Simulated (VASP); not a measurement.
VASP ran on this input.

**KPOINTS**
```
Automatic mesh
0
Gamma
7 7 7
0 0 0
```

File POSCAR:
```
PbSe
1
    0.0000000000     3.1212000000     3.1212000000
    3.1212000000     0.0000000000     3.1212000000
    3.1212000000     3.1212000000     0.0000000000
Pb Se
1 1
Direct
  0.0000000000   0.0000000000   0.0000000000
  0.5000000000   0.5000000000   0.5000000000
```

### INCAR
```
# general
SYSTEM  = PbSe
PREC    = Accurate
ENCUT   = 400
LREAL   = .False.
LASPH   = .True.

# electronic loop
EDIFF   = 1E-6
NELM    = 100
ALGO    = Normal
IMIX    = 1
AMIX    = 1.0
BMIX    = 0.0001
LMAXMIX = 4

# smearing
ISMEAR  = 0
SIGMA   = 0.05

# functional
GGA     = PE

# ions
ISIF    = 2

# output
LWAVE   = .False.
LCHARG  = .False.
```

POTCAR, in this order: Pb_d Se (PBE.64 set). Program: vasp_std.

Write an equivalent input for Quantum ESPRESSO's pw.x.

One equivalent input (not run):
```
&CONTROL
  calculation = 'scf'
  pseudo_dir = './pseudo'
  outdir = './out'
  tprnfor = .true.
  tstress = .true.
/
&SYSTEM
  ibrav = 0
  nat = 2
  ntyp = 2
  ecutwfc = 86
  occupations = 'smearing'
  smearing = 'gaussian'
  degauss = 0.003675
  input_dft = 'pbe'
/
&ELECTRONS
  conv_thr = 7.3e-08
  electron_maxstep = 100
/
ATOMIC_SPECIES
  Pb 207.200 Pb.upf
  Se 78.971 Se.upf
CELL_PARAMETERS angstrom
     0.0000000    3.1212000    3.1212000
     3.1212000    0.0000000    3.1212000
     3.1212000    3.1212000    0.0000000
ATOMIC_POSITIONS crystal
  Pb   0.0000000  0.0000000  0.0000000
  Se   0.5000000  0.5000000  0.5000000
K_POINTS automatic
  7 7 7 0 0 0
```
Limits of the translation: the potentials are each code's own (VASP's PAW set, PseudoDojo norm-conserving files in pw.x), so ENCUT and ecutwfc are chosen apart and not converted; conv_thr bounds pw.x's estimated SCF error, while EDIFF bounds the energy change between steps.

The compound is PbSe in the rock salt structure. The cell was not relaxed at this level. The run is one of a series of settings (AMIX = 1.0, BMIX = 0.0001, IMIX = 1 against the base run), some of them coarse on purpose.
